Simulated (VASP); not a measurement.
**ZrB2 (series): single point with PBE**

The system is ZrB2 (series).

```
CELL_PARAMETERS angstrom
3.17000 0.00000 0.00000
-1.58500 2.74530 0.00000
0.00000 0.00000 3.53300
ATOMIC_POSITIONS crystal
Zr 0.00000 0.00000 0.00000
B 0.33333 0.66667 0.50000
B 0.66667 0.33333 0.50000
```

```json
{
  "Program": "VASP 6.6.1",
  "Task": "single point",
  "Functional": "PBE",
  "Potentials or basis": "VASP PAW PBE potentials, release 64 (Zr_sv, B)",
  "Cutoff": "520 eV",
  "k mesh": "15 × 15 × 12",
  "Occupations": "gaussian, width 0.1 eV",
  "Spin": "no spin polarisation",
  "Dipole correction": "no",
  "Further INCAR settings": "ALGO = Fast; EDIFF = 1e-06; NBANDS = 16"
}
```

```yaml
Pressure: 0.9 GPa
Band_gap_on_the_k_mesh: none (metal or under the smearing width)
```

Stress tensor (GPa, compression positive):
```
0.64 0.00 0.00
0.00 0.64 0.00
0.00 0.00 1.42
```

Levels at points of the mesh, in eV from the Fermi level:
```csv
k point,band 6,band 7,band 8,band 9,band 10,band 11,band 12,band 13
"(0.00, 0.00, 0.00)",-2.63,-2.63,-2.58,-2.35,3.40,3.40,4.18,4.18
"(0.00, 0.00, 0.50)",-6.96,-0.97,-0.97,0.33,0.33,0.78,0.78,1.84
```

Wall time 66 s on 1 thread of Intel(R) Xeon(R) Platinum 8488C (Sapphire Rapids) (shared host), peak memory 0.21 GiB.
